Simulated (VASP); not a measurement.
Here is the system:

```xyz
2
Lattice="0.0000 3.3048 3.3048 3.3048 0.0000 3.3048 3.3048 3.3048 0.0000" Properties=species:S:1:pos:R:3 pbc="T T T"
Cd     0.0000     0.0000     0.0000
Te     1.6524     1.6524     1.6524
```

These are PBE GGA, VASP's PBE PAW potentials (set 64) (plane waves; VASP) values and carry that method's errors. Settings: 250 eV cut-off, 6×6×6 Γ-centred mesh, Gaussian smearing of 0.050 eV, potentials Cd Te.

At this cut-off the stress carries a Pulay error, which pulls relaxed volumes low.

Task: Give the stress tensor in GPa (positive for a compressed cell).

Result: 
```
-3.37   0.00   0.00
 0.00  -3.37   0.00
 0.00   0.00  -3.37
```
The pressure is its mean diagonal, -3.37 GPa.

The compound is CdTe in the zinc blende structure. The cell was not relaxed at this level. The run is one of a series of settings (ENCUT = 250 against the base run), some of them coarse on purpose.
